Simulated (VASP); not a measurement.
# La2TaO5 (Immm) in VASP: relaxation of cell and atoms with PBE

Aim: the relaxation of cell and atoms of La2TaO5 with PBE.

Program: VASP 6.6.1. These are calculated values, not measurements. Logs are shortened: lines on timing, memory, paths and dates and some standing lists are left out, and cuts for length are marked.

### 1 The crystal as given

It takes space group Immm (No. 71, orthorhombic). Conventional cell: a = 4.050 Å, b = 4.150 Å, c = 14.100 Å, α = 90.00°, β = 90.00°, γ = 90.00°. Around La (site symmetry mm2) lie 4 O at 2.32 to 2.36 Å. Ta (site symmetry mmm) has 4 O at 1.97 to 2.08 Å as nearest neighbours. O (site symmetry mm2) has 4 La at 2.32 to 2.36 Å and 4 O at 2.55 to 2.59 Å as nearest neighbours. O (site symmetry mm2) is surrounded by 1 Ta at 1.97 Å. O (site symmetry mmm) is surrounded by 2 Ta at 2.08 Å.

The cell was built by a generator and needn't be a form met in nature.

### 2 Relaxation of cell and atoms, PBE

The input, INCAR:

```
SYSTEM = La2TaO5
PREC = Normal
ENCUT = 520
EDIFF = 1E-4
ISMEAR = 0
SIGMA = 0.15
LREAL = .FALSE.
LASPH = .TRUE.
NELM = 60
ALGO = Fast
ISIF = 3
LWAVE = .FALSE.
LCHARG = .FALSE.
GGA = PE
IBRION = 2
NSW = 24
EDIFFG = -0.08
```

The input, KPOINTS:

```
Automatic mesh
0
G
  5 5 5
  0 0 0
```

The input, POSCAR:

```
La2TaO5
1.0
   -2.0250000000      2.0750000000      7.0500000000
    2.0250000000     -2.0750000000      7.0500000000
    2.0250000000      2.0750000000     -7.0500000000
La Ta O
2 1 5
Direct
    0.3300000000      0.3300000000      0.0000000000
    0.6700000000      0.6700000000      0.0000000000
    0.0000000000      0.0000000000      0.0000000000
    0.2500000000      0.7500000000      0.5000000000
    0.7500000000      0.2500000000      0.5000000000
    0.1400000000      0.1400000000      0.0000000000
    0.8600000000      0.8600000000      0.0000000000
    0.5000000000      0.0000000000      0.5000000000
```

Potentials or basis: VASP PAW PBE potentials, release 64 (La, Ta_pv, O).

Started as:

```sh
> cat potpaw_PBE.64/La/POTCAR potpaw_PBE.64/Ta_pv/POTCAR potpaw_PBE.64/O/POTCAR > POTCAR
> mpirun -np 1 vasp_std > vasp.out
```

OUTCAR:

```text
SYSTEM = La2TaO5
   PREC = Normal
   ENCUT = 520
   EDIFF = 1E-4
   ISMEAR = 0
   LREAL = .FALSE.
   LASPH = .TRUE.
   NELM = 60
   ISIF = 3
   GGA = PE
   IBRION = 2
   NSW = 24
   EDIFFG = -0.08

 ion  position               nearest neighbor table
   1  0.330  0.330  0.000-   4 2.32   4 2.32   5 2.36   5 2.36   6 2.68   2 3.67   2 3.67   2 3.67
                             2 3.67
   2  0.670  0.670  0.000-   5 2.32   5 2.32   4 2.36   4 2.36   7 2.68   1 3.67   1 3.67   1 3.67
                             1 3.67
   3  0.000  0.000  0.000-   6 1.97   7 1.97   8 2.08   8 2.08
   4  0.250  0.750  0.500-   1 2.32   1 2.32   2 2.36   2 2.36
   5  0.750  0.250  0.500-   2 2.32   2 2.32   1 2.36   1 2.36
   6  0.140  0.140  0.000-   3 1.97   1 2.68
   7  0.860  0.860  0.000-   3 1.97   2 2.68
   8  0.500  0.000  0.500-   3 2.08   3 2.08

  LATTYP: Found a body centered orthorhombic cell.
 ALAT       =     4.0500000000
 B/A-ratio  =     1.0246913580
 C/A-ratio  =     3.4814814815

  Lattice vectors:

 A1 = (  -2.0250000000,   2.0750000000,   7.0500000000)
 A2 = (   2.0250000000,  -2.0750000000,   7.0500000000)
 A3 = (   2.0250000000,   2.0750000000,  -7.0500000000)

Analysis of symmetry for initial positions (statically):
=====================================================================
 Subroutine PRICEL returns:
 Original cell was already a primitive cell.

 Routine SETGRP: Setting up the symmetry group for a
 body centered orthorhombic supercell.

 Subroutine GETGRP returns: Found  8 space group operations
 (whereof  8 operations were pure point group operations)
 out of a pool of  8 trial point group operations.

The static configuration has the point symmetry D_2h.

Analysis of symmetry for dynamics (positions and initial velocities):
=====================================================================
 Subroutine PRICEL returns:
 Original cell was already a primitive cell.

 Routine SETGRP: Setting up the symmetry group for a
 body centered orthorhombic supercell.

 Subroutine GETGRP returns: Found  8 space group operations
 (whereof  8 operations were pure point group operations)
 out of a pool of  8 trial point group operations.

The dynamic configuration has the point symmetry D_2h.

 Subroutine INISYM returns: Found  8 space group operations
 (whereof  8 operations are pure point group operations),
 and found     1 'primitive' translations

----------------------------------------------------------------------------------------

                                     Primitive cell

  volume of cell :     118.4929

  direct lattice vectors                    reciprocal lattice vectors
    -2.025000000  2.075000000  7.050000000     0.000000000  0.240963855  0.070921986
     2.025000000 -2.075000000  7.050000000     0.246913580  0.000000000  0.070921986
     2.025000000  2.075000000 -7.050000000     0.246913580  0.240963855  0.000000000

  length of vectors
     7.622909550  7.622909550  7.622909550     0.251184211  0.256897342  0.345007095

  position of ions in fractional coordinates (direct lattice)
     0.330000000  0.330000000  0.000000000
     0.670000000  0.670000000  0.000000000
     0.000000000  0.000000000  0.000000000
     0.250000000  0.750000000  0.500000000
     0.750000000  0.250000000  0.500000000
     0.140000000  0.140000000  0.000000000
     0.860000000  0.860000000  0.000000000
     0.500000000  0.000000000  0.500000000

  ion indices of the primitive-cell ions
   primitive index   ion index
                 1           1
                 2           2
                 3           3
                 4           4
                 5           5
                 6           6
                 7           7
                 8           8

----------------------------------------------------------------------------------------

 KPOINTS: Automatic mesh

Automatic generation of k-mesh.
 Grid dimensions read from file:
 generate k-points for:    5    5    5

 Generating k-lattice:

  Cartesian coordinates                     Fractional coordinates (reciprocal lattice)
     0.000000000  0.048192771  0.014184397     0.200000000  0.000000000  0.000000000
     0.049382716  0.000000000  0.014184397     0.000000000  0.200000000 -0.000000000
     0.049382716  0.048192771  0.000000000     0.000000000 -0.000000000  0.200000000

  Length of vectors
     0.050236842  0.051379468  0.069001419

  Shift w.r.t. Gamma in fractional coordinates (k-lattice)
     0.000000000  0.000000000  0.000000000

 Subroutine IBZKPT returns following result:
 ===========================================

 Found     27 irreducible k-points:

 Following reciprocal coordinates:
            Coordinates               Weight
  0.000000  0.000000  0.000000      1.000000
  0.200000  0.000000 -0.000000      4.000000
  0.400000  0.000000 -0.000000      4.000000
  0.000000  0.200000 -0.000000      4.000000
  0.200000  0.200000 -0.000000      8.000000
  0.400000  0.200000 -0.000000      8.000000
[... 16 lines left out ...]
 -0.400000 -0.200000  0.200000      4.000000
 -0.200000 -0.200000  0.200000      2.000000
 [... further k-points ...]
   k-points           NKPTS =     27   k-points in BZ     NKDIM =     27   number of bands    NBANDS=     37
   number of dos      NEDOS =    301   number of ions     NIONS =      8
   total plane-waves  NPLWV = 110592
   dimension x,y,z NGX =    48 NGY =   48 NGZ =   48
   dimension x,y,z NGXF=    96 NGYF=   96 NGZF=   96
   ions per type =               2   1   5
   NGX,Y,Z   is equivalent  to a cutoff of  10.47, 10.47, 10.47 a.u.
   NGXF,Y,Z  is equivalent  to a cutoff of  20.94, 20.94, 20.94 a.u.
 SYSTEM =  La2TaO5
   PREC   = normal    normal or accurate (medium, high low for compatibility)
   ISTART =      0    job   : 0-new  1-cont  2-samecut
   ICHARG =      2    charge: 1-file 2-atom 10-const
   ISPIN  =      1    spin polarized calculation?
   LNONCOLLINEAR =      F non collinear calculations
   LSORBIT =      F    spin-orbit coupling
   LASPH  =      T    aspherical Exc in radial PAW
   ENCUT  =  520.0 eV  38.22 Ry    6.18 a.u.  14.17 14.17 14.17*2*pi/ulx,y,z
   NELM   =     60;   NELMIN=  2; NELMDL= -5     # of ELM steps
   EDIFF  = 0.1E-03   stopping-criterion for ELM
   LREAL  =      F    real-space projection
   EDIFFG = -.8E-01   stopping-criterion for IOM
   NSW    =     24    number of steps for IOM
   IBRION =      2    ionic relax: 0-MD 1-quasi-New 2-CG
   NFREE  =      1    steps in history (QN), initial steepest desc. (CG)
   ISIF   =      3    stress and relaxation
   ISYM   =      2    0-nonsym 1-usesym 2-fastsym
   POTIM  = 0.5000    time-step for ionic-motion
   TEBEG  =    0.0;   TEEND  =   0.0 temperature during run
   PSTRESS=    0.0 pullay stress
   NELECT =      63.0000    total number of electrons
   NUPDOWN=      -1.0000    fix difference up-down
   EMIN   =  10.00;   EMAX   =-10.00  energy-range for DOS
   EFERMI =   0.00;   METHOD = LEGACY
   ISMEAR =     0;   SIGMA  =   0.15  broadening in eV -4-tet -1-fermi 0-gaus
   EFERMI_NEDOS =   21; number of points for ismear=-14 and -15
   IALGO  =     68    algorithm
   IMIX   =      4    mixing-type and parameters
     AMIX     =   0.40;   BMIX     =  1.00
     AMIX_MAG =   1.60;   BMIX_MAG =  1.00
  volume/ion in A,a.u.               =      14.81        99.95
  Fermi-wavevector in a.u.,A,eV,Ry     =   1.326247  2.506243 23.931694  1.758930
  Thomas-Fermi vector in A             =   2.455648
   LORBIT       =      0    0 simple, 1 ext, 2 COOP (PROOUT), +10 PAW based schemes
   GGA     = PE    functional components
   LHFCALC =     F    Hartree Fock is set to
   AEXX    =    0.0000 exact exchange contribution
   IVDW    =     0    specifies the selected vdW correction
   LEPSILON=     F    determine dielectric tensor
   LRPA    =     F    only Hartree local field effects (RPA)
 conjugate gradient relaxation of ions
 non-spin polarized calculation
 RMM-DIIS sequential band-by-band and
 Gauss-broadening in eV      SIGMA  =   0.15
  energy-cutoff  :      520.00
  volume of cell :      118.49
 maximum number of plane-waves:      3210
   NGX = 29   NGY = 29   NGZ = 29

--------------------------------------- Ionic step        1  -------------------------------------------

 number of electron      62.9999974 magnetization

 Free energy of the ion-electron system (eV)
  ---------------------------------------------------
  ext. energy  EPLUGINS =         0.00000000
  ---------------------------------------------------
  free energy    TOTEN  =       -68.16542633 eV

  energy without entropy =      -68.13374625  energy(sigma->0) =      -68.14958629

------------------------ aborting loop because EDIFF is reached ----------------------------------------

  FORCE on cell =-STRESS in cart. coord.  units (eV):
  Direction    XX          YY          ZZ          XY          YZ          ZX
  --------------------------------------------------------------------------------------
  -------------------------------------------------------------------------------------
  Total        1.3031009     -1.0744488     -1.0022084      0.0000000      0.0000000      0.0000000
  in kB       17.6196136    -14.5279411    -13.5511571      0.0000000      0.0000000      0.0000000
  external PRESSURE =      -3.4864949 kB  Pullay stress =       0.0000000 kB
[... 107 lines left out ...]
  FREE ENERGIE OF THE ION-ELECTRON SYSTEM (eV)
  ---------------------------------------------------
  free  energy   TOTEN  =       -68.5953662271 eV

  energy  without entropy=      -68.5653293380  energy(sigma->0) =      -68.58034778

[... ionic steps 4 to 15 ...]

--------------------------------------- Ionic step       16  -------------------------------------------

 number of electron      62.9999994 magnetization

------------------------ aborting loop because EDIFF is reached ----------------------------------------
[... 79 lines left out ...]
--------------------------------------- Ionic step       18  -------------------------------------------

 number of electron      62.9999983 magnetization

 Free energy of the ion-electron system (eV)
  ---------------------------------------------------
  ext. energy  EPLUGINS =         0.00000000
  ---------------------------------------------------
  free energy    TOTEN  =       -70.00961926 eV

  energy without entropy =      -69.98074900  energy(sigma->0) =      -69.99518413

 E-fermi :   4.6596     XC(G=0): -10.3818

 val. band max:        4.6065482402   @ k =  -0.4000   0.2000   0.0000
 cond. band min:       5.8222267982   @ k =  -0.2000   0.2000   0.2000
 fundamental gap:      1.2156785579
 Fermi energy:         4.6595730860

 k-point     1 :       0.0000    0.0000    0.0000
  band No.  band energies     occupation
      1     -29.9382      2.00000
      2     -29.8849      2.00000
      3     -29.7642      2.00000
      4     -25.4048      2.00000
      5     -25.1690      2.00000
      6     -13.5091      2.00000
[... 949 lines left out ...]
     36       8.7458      0.00000
     37       9.1787      0.00000

 [... further k-points ...]

------------------------ aborting loop because EDIFF is reached ----------------------------------------

  FORCE on cell =-STRESS in cart. coord.  units (eV):
  Direction    XX          YY          ZZ          XY          YZ          ZX
  --------------------------------------------------------------------------------------
  -------------------------------------------------------------------------------------
  Total       -0.1846328     -0.0446765      0.1290434      0.0000000      0.0000000      0.0000000
  in kB       -2.3338067     -0.5647221      1.6311420      0.0000000      0.0000000      0.0000000
  external PRESSURE =      -0.4224623 kB  Pullay stress =       0.0000000 kB
[... 23 lines left out ...]
  FREE ENERGIE OF THE ION-ELECTRON SYSTEM (eV)
  ---------------------------------------------------
  free  energy   TOTEN  =       -70.0096192606 eV

  energy  without entropy=      -69.9807490048  energy(sigma->0) =      -69.99518413

 reached required accuracy - stopping structural energy minimisation
```

Run time: 49 min. Hardware: 1 thread of Intel Xeon Platinum 8488C (Sapphire Rapids), shared host; peak memory 0.44 GiB.

What came out:

| Quantity | Value |
| --- | --- |
| Free energy | -70.0096 eV |
| Relaxed volume | 15.84 Å³/atom |
| Relaxed cell | a = 8.935 Å, b = 8.935 Å, c = 8.935 Å, α = 155.70°, β = 154.38°, γ = 35.60° |
| Space group after relaxing (to 0.05 Å) | Immm (No. 71) |
| Energy gained by relaxing | 230.5 meV/atom |
| Ionic steps | 18 |
| Pressure after relaxing | 0.0 GPa |
| Largest force after relaxing | 0.020 eV/Å |
| Band gap on the k mesh | none (metal or under the smearing width) |

Forces in eV/Å, atoms in the order of the input:
```
La   0.000  0.000  0.001
La   0.000  0.000 -0.001
Ta   0.000  0.000  0.000
O    0.000  0.000  0.005
O    0.000  0.000 -0.005
O    0.000  0.000 -0.020
O    0.000  0.000  0.020
O    0.000  0.000  0.000
```

Stress tensor (GPa, compression positive):
```
-0.23  0.00  0.00
 0.00 -0.06  0.00
 0.00  0.00  0.16
```

Step by step:
```
step  energy change (eV)  largest force (eV/Å)  pressure (GPa)  volume (Å³)
   1              0.0000                3.5784           -0.35       118.49
   2             -0.1778                3.4416           12.19       117.93
   3             -0.4299                0.2578            6.07       118.16
   4             -0.9498                0.3157           -0.24       126.75
   5             -1.1089                0.6794           -4.05       134.31
   6             -1.5307                0.9752           -3.47       134.03
   7             -1.5429                1.1411           -3.24       133.93
   8             -1.6830                1.3108            3.25       128.70
   9             -1.6839                1.2947            2.74       129.04
  10             -1.8079                0.5428            1.17       128.46
  11             -1.8269                0.3799            0.58       128.18
  12             -1.8288                0.3988            0.37       128.08
  13             -1.8289                0.4221            0.31       128.06
  14             -1.8347                0.1223           -0.77       128.42
  15             -1.8348                0.1397           -0.78       128.39
  16             -1.8401                0.1801           -0.47       127.80
  17             -1.8427                0.1966            0.09       126.80
  18             -1.8442                0.0199           -0.04       126.75
```

Final structure:
```cif
data_structure
_symmetry_space_group_name_H-M 'P 1'
_symmetry_Int_Tables_number 1
_cell_length_a 8.9350
_cell_length_b 8.9350
_cell_length_c 8.9350
_cell_angle_alpha 155.704
_cell_angle_beta 154.381
_cell_angle_gamma 35.598
_cell_volume 126.75
loop_
_atom_site_label
_atom_site_type_symbol
_atom_site_fract_x
_atom_site_fract_y
_atom_site_fract_z
_atom_site_occupancy
La1 La 0.32657 0.32657 0.00000 1
La2 La 0.67343 0.67343 0.00000 1
Ta1 Ta 0.00000 0.00000 0.00000 1
O1 O 0.24827 0.74827 0.50000 1
O2 O 0.75173 0.25173 0.50000 1
O3 O 0.11240 0.11240 0.00000 1
O4 O 0.88760 0.88760 0.00000 1
O5 O 0.50000 0.00000 0.50000 1
```

Levels at points of the mesh, in eV from the Fermi level:
```
           k point  band 30  band 31  band 32  band 33  band 34  band 35
(0.00, 0.00, 0.00)    -0.27    -0.25    -0.09     2.03     3.85     4.03
```

Caveat: the k mesh is coarse (spacing up to 0.43 Å⁻¹), so the values aren't converged; an odd number of electrons without spin polarisation forces a metal; a magnetic or distorted state may lie lower; the relaxation stopped at a loose force limit of 0.08 eV/Å, so its end isn't a converged minimum. The run has no spin-orbit coupling, so splittings on La, Ta are missing.
